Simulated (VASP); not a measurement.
Consider the following.

```
CELL_PARAMETERS angstrom
      1.74357    -3.01996     0.00000
      1.74357     3.01996     0.00000
      0.00000     0.00000     4.45406
ATOMIC_POSITIONS crystal
  Pt 0.00000 0.00000 0.00000
  S  0.33333 0.66667 0.26166
  S  0.66667 0.33333 0.73834
```

Calculation: LDA (Ceperley-Alder, Perdew-Zunger), VASP's LDA PAW potentials (set 64) (plane waves; VASP). Settings: 520 eV cut-off, 10×10×7 Γ-centred mesh, first-order Methfessel-Paxton smearing of 0.10 eV, potentials Pt S.

Question: The ions and cell shape at fixed volume are relaxed. Give the cell that the relaxation ends in.

Answer: 
```
CELL_PARAMETERS angstrom
      1.77182    -3.06888     0.00000
      1.77182     3.06888     0.00000
      0.00000     0.00000     4.31320
ATOMIC_POSITIONS crystal
  Pt 0.00000 0.00000 0.00000
  S  0.33333 0.66667 0.27410
  S  0.66667 0.33333 0.72590
```
Space group P-3m1 (164), at a tolerance of 0.03 Å.

Question: How much energy does the relaxation gain?

Answer: The energy (σ→0) changes by -23.2 meV/atom, in 6 ionic steps.

```json
[
 {"step": "1", "E(σ→0) (eV)": "-18.1091", "max force (eV/Å)": "0.821", "pressure (GPa)": "11.81", "volume (Å³)": "46.91"},
 {"step": "2", "E(σ→0) (eV)": "-18.1687", "max force (eV/Å)": "0.228", "pressure (GPa)": "6.84", "volume (Å³)": "46.91"},
 {"step": "3", "E(σ→0) (eV)": "-18.1768", "max force (eV/Å)": "0.102", "pressure (GPa)": "4.37", "volume (Å³)": "46.91"},
 {"step": "4", "E(σ→0) (eV)": "-18.1768", "max force (eV/Å)": "0.078", "pressure (GPa)": "4.54", "volume (Å³)": "46.91"},
 {"step": "5", "E(σ→0) (eV)": "-18.1785", "max force (eV/Å)": "0.031", "pressure (GPa)": "4.45", "volume (Å³)": "46.91"},
 {"step": "6", "E(σ→0) (eV)": "-18.1787", "max force (eV/Å)": "0.006", "pressure (GPa)": "4.39", "volume (Å³)": "46.91"}
]
```

The compound is PtS2 in the 1T layered structure. This cell is one point of a volume scan, at 0.94 of the reference volume. Symmetry was kept, so distortions that lower it aren't found.
